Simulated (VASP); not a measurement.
Calculation: PBE GGA, VASP's PBE PAW potentials (set 64) (plane waves; VASP 6.6.1).

A VASP calculation is set up with these files.

File KPOINTS:
```
Automatic mesh
0
Gamma
13 13 8
0 0 0
```

File POSCAR:
```
Tc
2.79480
  0.5000000000  -0.8660254759   0.0000000000
  0.5000000000   0.8660254759   0.0000000000
  0.0000000000   0.0000000000   1.6021897810
Tc
2
Cartesian
  0.5000000000   0.2886757360   0.4005474453
  0.5000000000  -0.2886757360   1.2016423358
```

INCAR:
```
SYSTEM = Tc
PREC = Accurate
ENCUT = 400
EDIFF = 1E-6
NELM = 100
ALGO = Normal
LREAL = .FALSE.
LASPH = .TRUE.
ISMEAR = 1
SIGMA = 0.1
GGA = PE
LMAXMIX = 4
LWAVE = .FALSE.
LCHARG = .FALSE.
ISIF = 2
```

POTCAR, in this order: Tc_pv (PBE.64 set). Program: vasp_std.

The run wrote:

File OSZICAR:
```
       N       E                     dE             d eps       ncg     rms          rms(c)
DAV:   1     0.272821457789E+03    0.27282E+03   -0.14714E+04  3674   0.131E+03
DAV:   2    -0.153056642754E+02   -0.28813E+03   -0.28521E+03  3941   0.407E+02
DAV:   3    -0.220880427618E+02   -0.67824E+01   -0.66230E+01  4297   0.727E+01
DAV:   4    -0.221632277220E+02   -0.75185E-01   -0.73297E-01  4006   0.709E+00
DAV:   5    -0.221640972623E+02   -0.86954E-03   -0.86795E-03  3985   0.649E-01    0.215E+01
DAV:   6    -0.207826123722E+02    0.13815E+01   -0.36384E+00  3818   0.183E+01    0.594E+00
DAV:   7    -0.206434336777E+02    0.13918E+00   -0.56403E-01  4112   0.645E+00    0.775E-01
DAV:   8    -0.206343348879E+02    0.90988E-02   -0.84336E-03  3695   0.985E-01    0.232E-01
DAV:   9    -0.206342376354E+02    0.97253E-04   -0.60458E-04  4318   0.207E-01    0.228E-02
DAV:  10    -0.206342370917E+02    0.54369E-06   -0.34372E-05  3837   0.499E-02    0.170E-02
DAV:  11    -0.206342361804E+02    0.91126E-06   -0.44264E-06  3558   0.203E-02
   1 F= -.20634236E+02 E0= -.20634251E+02  d E =0.430185E-04
```

File OUTCAR:
```
------------------------ aborting loop because EDIFF is reached ----------------------------------------
  FORCE on cell =-STRESS in cart. coord.  units (eV):
  Direction    XX          YY          ZZ          XY          YZ          ZX
  --------------------------------------------------------------------------------------
  Total       -2.7390655     -2.7390660     -2.6957187     -0.0000000      0.0000000     -0.0000000
  in kB     -144.8825825   -144.8826066   -142.5897532     -0.0000000      0.0000000     -0.0000000
  external PRESSURE =    -144.1183141 kB  Pullay stress =       0.0000000 kB
  volume of cell :       30.29
      direct lattice vectors                 reciprocal lattice vectors
     1.397400000 -2.420368000  0.000000000     0.357807357 -0.206580156  0.000000000
     1.397400000  2.420368000  0.000000000     0.357807357  0.206580156  0.000000000
     0.000000000  0.000000000  4.477800000     0.000000000  0.000000000  0.223323954
 POSITION                                       TOTAL-FORCE (eV/Angst)
 -----------------------------------------------------------------------------------
      1.39740      0.80679      1.11945         0.000000     -0.000000      0.000000
      1.39740     -0.80679      3.35835        -0.000000      0.000000      0.000000
 -----------------------------------------------------------------------------------
    total drift:                               -0.000032      0.000642     -0.000043
  FREE ENERGIE OF THE ION-ELECTRON SYSTEM (eV)
  ---------------------------------------------------
  free  energy   TOTEN  =       -20.6342361804 eV

  energy  without entropy=      -20.6342791990  energy(sigma->0) =      -20.63425052
```
(Selected blocks of OUTCAR.)

The compound is Tc in the hcp structure. The cell was not relaxed at this level.
